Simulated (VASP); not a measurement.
Input:

```
HfTe
1.0
    4.06900     0.00000     0.00000
    0.00000     4.06900     0.00000
    0.00000     0.00000     4.06900
Hf Te
1 1
Direct
  0.00000   0.00000   0.00000
  0.50000   0.50000   0.50000
```

Computed with PBEsol GGA, VASP's PBE PAW potentials (set 64) (plane waves; VASP). Numerical set-up: 400 eV cut-off, 8×8×8 Γ-centred mesh, first-order Methfessel-Paxton smearing of 0.10 eV, potentials Hf_pv Te.

Energy and stress use the plane-wave basis of the starting cell.

Problem. The ions, cell shape and volume are relaxed. Which structure does the run end with?

Solution. 
```
HfTe
1.0
    3.48972     0.00000     0.00000
    0.00000     3.48972     0.00000
    0.00000     0.00000     3.48972
Hf Te
1 1
Direct
  0.00000   0.00000   0.00000
  0.50000   0.50000   0.50000
```
Space group Pm-3m (221), at a tolerance of 0.03 Å.

Problem. How do energy and volume change from the first to the last step?

Solution. The energy (σ→0) changes by -1153.1 meV/atom and the volume by -36.9 %, in 4 ionic steps.

```csv
step,E(σ→0) (eV),max force (eV/Å),pressure (GPa),volume (Å³)
1,-12.9928,0.000,-19.18,67.37
2,-14.6444,0.000,34.08,35.20
3,-15.2974,0.000,-1.17,42.91
4,-15.2989,0.000,-0.03,42.50
```

The structure was generated: HfTe was put into the CsCl type type (Pm-3m), which need not be its known phase. This run relaxes it. Symmetry was kept, so distortions that lower it aren't found.
